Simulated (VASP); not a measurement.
Level of theory: vdW-DF2, VASP's PBE PAW potentials (set 64) (plane waves; VASP).

A VASP calculation is set up with these files.

**POSCAR**
```
FeAl
2.9057290
  1.0000000518   0.0000000000   0.0000000000
  0.0000000000   1.0000000518   0.0000000000
  0.0000000000   0.0000000000   1.0000000518
Al Fe
1 1
Cartesian
  0.5000000259   0.5000000259   0.5000000259
  0.0000000000   0.0000000000   0.0000000000
```

INCAR:
```
SYSTEM = FeAl
PREC = Accurate
ENCUT = 520
EDIFF = 1E-7
NELM = 100
ALGO = Normal
LREAL = .FALSE.
LASPH = .TRUE.
ISMEAR = 1
SIGMA = 0.1
GGA = ML
ZAB_VDW = -1.8867
LUSE_VDW = .TRUE.
AGGAC = 0.0
LMAXMIX = 4
LWAVE = .FALSE.
LCHARG = .FALSE.
ISIF = 2
```

**KPOINTS**
```
Automatic
0
gamma
  13 13 13
```

POTCAR, in this order: Al Fe (PBE.64 set). Program: vasp_std.

Output

### OUTCAR
```
 ion  position               nearest neighbor table
   1  0.500  0.500  0.500-   2 2.52   2 2.52   2 2.52   2 2.52   2 2.52   2 2.52   2 2.52   2 2.52
  LATTYP: Found a simple cubic cell.
 ALAT       =     2.9057291506
 Subroutine PRICEL returns:
 Original cell was already a primitive cell.
 Subroutine GETGRP returns: Found 48 space group operations
The static configuration has the point symmetry O_h .
The dynamic configuration has the point symmetry O_h .
 Subroutine INISYM returns: Found 48 space group operations
 Subroutine IBZKPT returns following result:
 Found     84 irreducible k-points:

 Following reciprocal coordinates:
            Coordinates               Weight
  0.000000  0.000000  0.000000      1.000000
  0.076923  0.000000  0.000000      6.000000
  0.153846  0.000000  0.000000      6.000000
  0.230769  0.000000  0.000000      6.000000
  0.307692  0.000000  0.000000      6.000000
  0.384615  0.000000  0.000000      6.000000
  0.461538  0.000000  0.000000      6.000000
  0.076923  0.076923  0.000000     12.000000
  0.153846  0.076923  0.000000     24.000000
  0.230769  0.076923  0.000000     24.000000
  0.307692  0.076923  0.000000     24.000000
  0.384615  0.076923  0.000000     24.000000
  0.461538  0.076923  0.000000     24.000000
  0.153846  0.153846  0.000000     12.000000
  0.230769  0.153846  0.000000     24.000000
  0.307692  0.153846  0.000000     24.000000
  0.384615  0.153846  0.000000     24.000000
  0.461538  0.153846  0.000000     24.000000
  0.230769  0.230769  0.000000     12.000000
  0.307692  0.230769  0.000000     24.000000
  0.384615  0.230769  0.000000     24.000000
  0.461538  0.230769  0.000000     24.000000
  0.307692  0.307692  0.000000     12.000000
  0.384615  0.307692  0.000000     24.000000
  0.461538  0.307692  0.000000     24.000000
  0.384615  0.384615  0.000000     12.000000
  0.461538  0.384615  0.000000     24.000000
  0.461538  0.461538  0.000000     12.000000
  0.076923  0.076923  0.076923      8.000000
  0.153846  0.076923  0.076923     24.000000
  0.230769  0.076923  0.076923     24.000000
  0.307692  0.076923  0.076923     24.000000
  0.384615  0.076923  0.076923     24.000000
  0.461538  0.076923  0.076923     24.000000
  0.153846  0.153846  0.076923     24.000000
  0.230769  0.153846  0.076923     48.000000
  0.307692  0.153846  0.076923     48.000000
  0.384615  0.153846  0.076923     48.000000
  0.461538  0.153846  0.076923     48.000000
  0.230769  0.230769  0.076923     24.000000
   k-points           NKPTS =     84   k-points in BZ     NKDIM =     84   number of bands    NBANDS=      9
   number of dos      NEDOS =    301   number of ions     NIONS =      2
   total plane-waves  NPLWV =  13824
   dimension x,y,z NGX =    24 NGY =   24 NGZ =   24
   dimension x,y,z NGXF=    48 NGYF=   48 NGZF=   48
   ions per type =               1   1
   PREC   = accura    normal or accurate (medium, high low for compatibility)
   ISTART =      0    job   : 0-new  1-cont  2-samecut
   ICHARG =      2    charge: 1-file 2-atom 10-const
   ISPIN  =      1    spin polarized calculation?
   LNONCOLLINEAR =      F non collinear calculations
   LSORBIT =      F    spin-orbit coupling
   INIWAV =      1    electr: 0-lowe 1-rand  2-diag
   ENCUT  =  520.0 eV  38.22 Ry    6.18 a.u.   5.40  5.40  5.40*2*pi/ulx,y,z
   NELM   =    100;   NELMIN=  2; NELMDL= -5     # of ELM steps
   EDIFF  = 0.1E-06   stopping-criterion for ELM
   LREAL  =      F    real-space projection
   NLSPLINE    = F    spline interpolate recip. space projectors
   LMAXMIX     =    4 max onsite mixed and CHGCAR
   VOSKOWN=      0    Vosko Wilk Nusair interpolation
...
```

OSZICAR:
```
       N       E                     dE             d eps       ncg     rms          rms(c)
DAV:   1     0.371164880113E+02    0.37116E+02   -0.50723E+03  1528   0.123E+03
DAV:   2    -0.749996779020E+01   -0.44616E+02   -0.42944E+02  1512   0.179E+02
DAV:   3    -0.870893297398E+01   -0.12090E+01   -0.11875E+01  1708   0.397E+01
DAV:   4    -0.873751947700E+01   -0.28587E-01   -0.28560E-01  1971   0.571E+00
DAV:   5    -0.873803309059E+01   -0.51361E-03   -0.51359E-03  1824   0.657E-01    0.118E+01
DAV:   6    -0.104859610133E+02   -0.17479E+01   -0.57877E+01  1717   0.118E+02    0.160E+01
DAV:   7    -0.735689486013E+01    0.31291E+01   -0.29261E+01  1673   0.748E+01    0.215E+00
DAV:   8    -0.733777804119E+01    0.19117E-01   -0.16417E-01  1676   0.513E+00    0.117E+00
DAV:   9    -0.733021698817E+01    0.75611E-02   -0.30699E-02  1828   0.298E+00    0.288E-01
DAV:  10    -0.733032001056E+01   -0.10302E-03   -0.11908E-03  1864   0.407E-01    0.360E-02
DAV:  11    -0.733028776333E+01    0.32247E-04   -0.93998E-05  1836   0.106E-01    0.742E-03
DAV:  12    -0.733028747381E+01    0.28953E-06   -0.22003E-06  1643   0.158E-02    0.516E-03
DAV:  13    -0.733028719638E+01    0.27743E-06   -0.65591E-07  1414   0.826E-03    0.175E-03
DAV:  14    -0.733028730801E+01   -0.11163E-06   -0.11097E-07   870   0.298E-03    0.421E-04
DAV:  15    -0.733028737550E+01   -0.67481E-07   -0.16200E-08   774   0.194E-03
   1 F= -.73302874E+01 E0= -.73299103E+01  d E =-.113137E-02
```

OUTCAR:
```
------------------------ aborting loop because EDIFF is reached ----------------------------------------
  FORCE on cell =-STRESS in cart. coord.  units (eV):
  Direction    XX          YY          ZZ          XY          YZ          ZX
  --------------------------------------------------------------------------------------
  Total        0.0073614      0.0073614      0.0073614      0.0000000      0.0000000      0.0000000
  in kB        0.4807331      0.4807331      0.4807331      0.0000000      0.0000000      0.0000000
  external PRESSURE =       0.4807331 kB  Pullay stress =       0.0000000 kB
  volume of cell :       24.53
      direct lattice vectors                 reciprocal lattice vectors
     2.905729151  0.000000000  0.000000000     0.344147699  0.000000000  0.000000000
     0.000000000  2.905729151  0.000000000     0.000000000  0.344147699  0.000000000
     0.000000000  0.000000000  2.905729151     0.000000000  0.000000000  0.344147699
 POSITION                                       TOTAL-FORCE (eV/Angst)
 -----------------------------------------------------------------------------------
      1.45286      1.45286      1.45286         0.000000      0.000000      0.000000
      0.00000      0.00000      0.00000         0.000000      0.000000      0.000000
 -----------------------------------------------------------------------------------
    total drift:                                0.000000      0.000000      0.000000
  FREE ENERGIE OF THE ION-ELECTRON SYSTEM (eV)
  ---------------------------------------------------
  free  energy   TOTEN  =        -7.3302873755 eV

  energy  without entropy=       -7.3291560047  energy(sigma->0) =       -7.32991025
```
(Selected blocks of OUTCAR.)

The compound is FeAl in the CsCl type structure. It was relaxed first. The run is not spin-polarised, so no magnetic state was tried. The electron count is odd and the run is not spin-polarised, which forces a metal.
